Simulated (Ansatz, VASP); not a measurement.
# Ge (Germanium): VASP beside Ansatz, part 2 of 2

Aim: how closely do two programs agree when they are given the same cell, functional and k mesh? The cell is taken from a series of runs on this material, whose earlier steps may have relaxed, scaled, displaced or heated it; both programs get it as it stands.

VASP 6.6.1 and Ansatz 0.2.0.

So far: The starting structure; VASP: zone-centre phonons, LDA.

## Step 2: VASP: zone-centre phonons, LDA (continued)

Level of this step: LDA; plane waves and PAW (Ge_d) (VASP).

Numbers of over 12 decimals in the logs are rounded to 6 here.

From OUTCAR (step 2):

```text
ion  position               nearest neighbor table
   1  0.497  0.497  0.503-   2 2.40   2 2.40   2 2.43   2 2.43
   2  0.753  0.753  0.747-   1 2.40   1 2.40   1 2.43   1 2.43

  LATTYP: Found a body centered orthorhombic cell.
 ALAT       =     3.8159907912
 B/A-ratio  =     1.0434616283
 C/A-ratio  =     1.4950310427

 Subroutine GETGRP returns: Found  4 space group operations
 (whereof  2 operations were pure point group operations)

The static configuration has the point symmetry C_1h.
 The point group associated with its full space group is C_2h.

   k-points           NKPTS =   1728   k-points in BZ     NKDIM =   1728   number of bands    NBANDS=     20

   dimension x,y,z NGX =    30 NGY =   30 NGZ =   28
   dimension x,y,z NGXF=    60 NGYF=   60 NGZF=   56

   ENCUT  =  500.0 eV  36.75 Ry    6.06 a.u.   7.23  7.23  6.96*2*pi/ulx,y,z

   NELECT =      28.0000    total number of electrons

 k-points in reciprocal lattice and weights: Points of the shifted mesh
   0.04166667  0.04166667  0.04166667       0.001
   0.04166667  0.04166667  0.12500000       0.001
   0.04166667  0.04166667  0.20833333       0.001
   0.04166667  0.04166667  0.29166667       0.001
   0.04166667  0.04166667  0.37500000       0.001
   0.04166667  0.04166667  0.45833333       0.001
   0.04166667  0.04166667  0.54166667       0.001
   0.04166667  0.04166667  0.62500000       0.001
   0.04166667  0.04166667  0.70833333       0.001
[...]
0.95833333  0.95833333  0.87500000       0.001
   0.95833333  0.95833333  0.95833333       0.001

 average (electrostatic) potential at core
       1 -75.0306       2 -75.0306

  Total        0.7901757      0.7901757      0.0143296      0.7801508     -0.0135408     -0.0135408
  in kB       29.2089256     29.2089256      0.5296962     28.8383541     -0.5005372     -0.5005366
  external PRESSURE =      19.6491825 kB  Pullay stress =       0.0000000 kB

  energy-cutoff  :      500.00
  volume of cell :       43.34
      direct lattice vectors                 reciprocal lattice vectors
    -0.058636538  2.756949503  2.852512346    -0.177582923  0.177582923  0.175284079
     2.756949503 -0.058636538  2.852512346     0.177582923 -0.177582923  0.175284079
     2.698312965  2.698312965  0.000000000     0.185300966  0.185300966 -0.175284079

 POSITION                                       TOTAL-FORCE (eV/Angst)
 -----------------------------------------------------------------------------------
      2.69801      2.69801      2.83588         0.000554      0.000554     -0.000529
      4.04777      4.04777      4.29540        -0.000554     -0.000554      0.000529
 -----------------------------------------------------------------------------------
    total drift:                                0.000000      0.000000     -0.000000

 Eigenvectors and eigenvalues of the dynamical matrix
 ----------------------------------------------------

   1 f  =    9.054200 THz    56.889219 2PiTHz  302.015618 cm-1    37.445147 meV
             X         Y         Z           dx          dy          dz
      2.698014  2.698014  2.835878     0.380720    0.380720   -0.458371
      4.047769  4.047769  4.295402    -0.380720   -0.380720    0.458371

   2 f  =    8.874434 THz    55.759714 2PiTHz  296.019258 cm-1    36.701694 meV
             X         Y         Z           dx          dy          dz
      2.698014  2.698014  2.835878     0.500000   -0.500000   -0.000000
      4.047769  4.047769  4.295402    -0.500000    0.500000    0.000000

   3 f  =    8.703266 THz    54.684235 2PiTHz  290.309717 cm-1    35.993801 meV
             X         Y         Z           dx          dy          dz
      2.698014  2.698014  2.835878     0.324118    0.324118    0.538420
      4.047769  4.047769  4.295402    -0.324118   -0.324118   -0.538420

   4 f  =    0.000000 THz     0.000000 2PiTHz    0.000002 cm-1     0.000000 meV
             X         Y         Z           dx          dy          dz
      2.698014  2.698014  2.835878    -0.088721    0.696468    0.084027
      4.047769  4.047769  4.295402    -0.088721    0.696468    0.084027

   5 f/i=    0.000000 THz     0.000001 2PiTHz    0.000003 cm-1     0.000000 meV
             X         Y         Z           dx          dy          dz
      2.698014  2.698014  2.835878     0.699656    0.081680    0.061725
      4.047769  4.047769  4.295402     0.699656    0.081680    0.061725

   6 f/i=    0.000000 THz     0.000001 2PiTHz    0.000004 cm-1     0.000001 meV
             X         Y         Z           dx          dy          dz
      2.698014  2.698014  2.835878    -0.051091   -0.090886    0.699378
      4.047769  4.047769  4.295402    -0.051091   -0.090886    0.699378

 ELASTIC MODULI CONTR FROM IONIC RELAXATION (kBar)
 Direction    XX          YY          ZZ          XY          YZ          ZX
 --------------------------------------------------------------------------------
 XX          -0.7149     -0.6831     -1.0618    -15.1549      2.8677     -2.2567
 YY          -0.6831     -0.7149     -1.0618    -15.6227      0.2863      0.8029
 ZZ          -1.0618     -1.0618     -2.7227    -20.0279     18.2121     13.0028
 XY         -15.1549    -15.6227    -20.0279   -352.3586    -32.0186    -36.0575
 YZ           2.8677      0.2863     18.2121    -32.0186   -333.8537    -75.1437
 ZX          -2.2567      0.8029     13.0028    -36.0575    -75.1437   -327.4042
 --------------------------------------------------------------------------------
```

Energies printed during the response cycles are not total energies of the cell.

## Step 3: Ansatz: zone-centre phonons, LDA

Ansatz runs on its PAW soft_1 files.

The same cell, functional (in two slightly different forms), mesh and smearing now go to Ansatz, which takes its cutoff from its data sets.

The input, input.yaml:

```yaml
crystal:
  lattice:
    - [-0.0586365376, 2.7569495029, 2.8525123457]
    - [2.7569495029, -0.0586365376, 2.8525123457]
    - [2.6983129654, 2.6983129654, 0.0]
  atoms:
    - { symbol: Ge, position: [0.4970843342, 0.4970843342, 0.5028048172] }
    - { symbol: Ge, position: [0.7529156658, 0.7529156658, 0.7471951828] }
kpoints:
  mp_grid: { grid: [12, 12, 12], shift: [0.5, 0.5, 0.5] }
hamiltonian:
  xc: lda
  pseudopotentials: { kind: paw, azcp: { folder: soft_1 }, xc_functional: pbe }
scf:
  occupations: { method: gaussian, width: 0.015 }
output:
  eigenvalues: true
phonons:
  method: dfpt
```

The run is started by

```console
$ ansatz run input.yaml --threads 4 --pin off --max-ram 10240MiB --backend cpu --events-out ev --progress --plain --runs-dir out
```

The program printed:

```text
Engine: ansatz 0.2.0, x86_64-unknown-linux-gnu
Pseudopotentials: kind: paw
Pseudopotential: Ge, paw, valence charge 14, recommended cutoff 420 eV (normal), soft_1/Ge.paw.azcp
Functional definition: SPW92
  exchange = slater_x
  correlation = pw_c
Crystal: 2 atoms, lattice volume = 43.343 Å³
Basis set: ecut = 420 eV, 865 PW (Γ), exchange–correlation on 64×64×64 points (8 copies of the dense FFT grid, shifted against one another)
Bands: 18, of which v1, the nominal top of the filled ones, is band 14 counted from 1 (13 counted from 0)
Symmetry: 4 space group operations
k-points: 864 of 1728 (irreducible under 1 space group operation, time reversal used)
Non-local potential: Ge, projectors of the file, l = 0: 2, l = 1: 2, l = 2: 3, l = 3: 1
PAW form: soft (Blöchl's): semilocal exchange-correlation on the pseudo side does not see the compensation charge
PAW frozen core: Ge, regenerated for the run's functional, and the local potential with it (the file was generated under x = pbe(κ = 0.804, μ = 0.219515), c = pbe(β = 0.066725))
PAW one-centre angular grid: Ge, 590 points (default); XC on 64 Gauss nodes
Initial density: superposition of atomic densities (chi_scale 0.1, normalization cell)
Initial wavefunctions: pseudopotential atomic-orbital guess
Functional: x = slater, c = lda
SCF iter   1: F=—  HF=-8431.569023 eV  |F-HF|=—  |Δ(HF+E_count)|=         —  Δρ=3.65e-2  dr2=5.32e-1  ethr=3.10e-3  ⟨swp⟩=6.0  Hψ=73689  notcnv=0
preconditioner: auto → none  [insulator: Δε(μ)=0.142 eV  Ē_g=23.592 eV  σ=0.015 eV  W_gap=1.00  n_scr=14 (ndim 8)  ℏωp=29.8 eV  f_vac=0.000  D(μ)=0.00/eV (n_scr^D=0)  ε∞_Penn≈2.6]
SCF iter   2: F=—  HF=-8431.439006 eV  |F-HF|=—  |Δ(HF+E_count)|=   1.30e-1  Δρ=1.65e-2  dr2=8.53e-2  ethr=1.90e-3  ⟨swp⟩=2.0  Hψ=25918  notcnv=0
SCF iter   3: F=—  HF=-8431.423814 eV  |F-HF|=—  |Δ(HF+E_count)|=   1.52e-2  Δρ=2.54e-3  dr2=7.49e-4  ethr=3.04e-4  ⟨swp⟩=2.0  Hψ=22505  notcnv=0
SCF iter   4: F=—  HF=-8431.423826 eV  |F-HF|=—  |Δ(HF+E_count)|=   1.21e-5  Δρ=4.28e-4  dr2=6.81e-5  ethr=2.68e-6  ⟨swp⟩=2.0  Hψ=31090  notcnv=0
SCF iter   5: F=—  HF=-8431.423674 eV  |F-HF|=—  |Δ(HF+E_count)|=   1.52e-4  Δρ=7.48e-5  dr2=1.66e-6  ethr=2.43e-7  ⟨swp⟩=2.0  Hψ=30582  notcnv=0
SCF iter   6: F=—  HF=-8431.423672 eV  |F-HF|=—  |Δ(HF+E_count)|=   1.75e-6  Δρ=2.20e-5  dr2=1.68e-7  ethr=5.91e-9  ⟨swp⟩=2.0  Hψ=27649  notcnv=0
SCF iter   7: F=—  HF=-8431.423672 eV  |F-HF|=—  |Δ(HF+E_count)|=   6.24e-8  Δρ=4.64e-6  dr2=4.63e-9  ethr=6.01e-10  ⟨swp⟩=3.0  Hψ=27654  notcnv=0
SCF iter   8: F=—  HF=-8431.423672 eV  |F-HF|=—  |Δ(HF+E_count)|=   4.26e-9  Δρ=3.57e-7  dr2=2.15e-11  ethr=1.65e-11  ⟨swp⟩=2.0  Hψ=26139  notcnv=0
SCF iter   9: F=-8431.423672 eV  HF=-8431.423672 eV  |F-HF|=5.46e-12  |Δ(HF+E_count)|=  3.64e-12  Δρ=7.08e-8  dr2=1.08e-12  ethr=1.00e-12  ⟨swp⟩=5.1  Hψ=66851  notcnv=0
SCF 1 converged in 9 iterations: F = -8431.423672 eV  dr2 = 1.08e-12
  greatest PAW one-centre occupation: 0.998 electrons in one spin orbital (limit 2), on the Ge atom at site 1 (counted from 0), in its partial waves of l = 2
DFPT response loops at Γ: preconditioner auto → Kerker (q_TF=auto, 2.537 Å⁻¹) (partly filled bands, converged f_vac=0.050); β = 1.00, the filter's whole step (`scf.mixing.beta` (0.50) is not read by the response loops under this deck's `scf.mixing.preconditioner`; to damp them name `kerker` or `kerker_dos`, under which they read `scf.mixing.beta`, and type it under 1.00, their step now; both keys bind the ground state too); Broyden in place of MSR1
SCF converged after 9 iterations
Free energy (F): -8431.423672 eV
Harris-Foulkes:  -8431.423672 eV  (|F-HF|=5.46e-12)
Internal energy: -8431.423652 eV  (E = F + TS)
E sigma→0 (E₀):  -8431.423662 eV
Entropy (-TS):   -0.000020 eV (-0.010 meV/atom)
Fermi energy:    8.815330 eV
--- Per-component energies (eV) ---
  E_band       = -296.973378
  E_kinetic    = 187.863078
  E_local      = -4446.874423  (includes V_loc(G=0)·N_el)
  E_nonlocal   = 442.379943
  E_hartree    = 2121.456936
  E_xc         = -143.541495
  E_vxc        = -132.178064  (∫ρ·V_xc dr)
  E_paw        = -3869.299759  (= ΣΔE_a)
  E_vpaw       = -591.077892  (= ΣTr[D̂ρ^β])
  E_aug_tail   = 0.000031  (compensation charges beyond the density's cutoff)
  E_ewald      = -2727.224615
  E_core_change = 3.816653  (= ΣΔE_core)
  E_smearing   = -0.000020  (= −TS)
  E_closure    = 0.000000  (closes the sum)
  Σ components = -8431.423672   (vs F -8431.423672, Δ=0.00e0)
--- Band table (eV; the first three rows and the last of 864) ---
  k-point 0: bands = [... 10 lower, -4.3089, 8.1760, 8.6497, 8.7887, 9.4987, 11.1739, 11.5695, 11.7062]
  k-point 1: bands = [... 10 lower, -4.1827, 7.1164, 8.1914, 8.5926, 9.8552, 11.3062, 11.5469, 12.6790]
  k-point 2: bands = [... 10 lower, -3.8778, 5.4457, 7.7612, 8.2793, 9.7227, 11.7875, 12.0521, 13.7437]
  k-point 863: bands = [... 10 lower, -2.2283, 0.9520, 7.1022, 7.5219, 9.4293, 12.6376, 12.8071, 16.1215]
--- Phonons (Γ-DFPT): 2 representative perturbations + reference, on 864 of 1728 k-points (Σ response iterations 6) ---
  k mesh reduced under 1 symmetry operation, with k and −k counted as one. Each operation leaves every solved perturbation unchanged. A smaller set is not used because it would not reduce the number of displacements times k-points to solve
  ASR residual: 1.256e-5 → 0.000e0 eV/Å²; symmetrization residual: 3.838e-6 eV/Å²
  ASR residual per site (eV/Å²): 1.26e-5 1.26e-5
  Γ frequencies (cm⁻¹): 0.00 0.00 0.00 295.04 300.19 302.47
  non-analytic LO–TO correction: not included (Born effective charges unavailable; polar crystals: no LO–TO splitting at Γ)
```

## Step 4: Side by side

Known differences besides the potentials themselves: the cutoff is 420 eV in Ansatz and 500 eV in VASP; VASP's log shows a relativistic correction to its local exchange, Ansatz's none. Total energies have different zeros and are not compared.

Compared:

```
             quantity  Ansatz   VASP  difference
optical mode 1 (cm⁻¹)   295.0  290.3     +1.63 %
optical mode 2 (cm⁻¹)   300.2  296.0     +1.41 %
optical mode 3 (cm⁻¹)   302.5  302.0     +0.15 %
```

Modes are paired by rising frequency, not by their patterns, so a pair may set unlike modes beside each other; they are those without the splitting of longitudinal modes.

## Step 5: What came out

```json
{"r.m.s. difference of the optical zone-centre modes, each program's sorted by frequency (zone-centre phonons, LDA)": "3.7 cm⁻¹", "difference in optical mode 1 (zone-centre phonons, LDA)": "+1.6 %"}
```

The r.m.s. difference of the optical zone-centre modes, each program's sorted by frequency is 3.7 cm⁻¹ (zone-centre phonons, LDA). Among the rows given in per cent, the largest difference of the zone-centre phonons, LDA pair is in optical mode 1, +1.6 %. How closely two codes agree says nothing of how well the functional describes the real material.

[Lines on the potential files, build, host, timing and source positions are cut from VASP's logs without a mark.]

[Logs are printed without paths, hosts, clocks, repeated set-up lines and the standing remarks that a program may print on its own settings, such as how far it seeks lower states.]

[Hosts, paths, dates, database ids (printed as entryN), source tags and the programs' standing remarks are cut or masked in the printed files.]
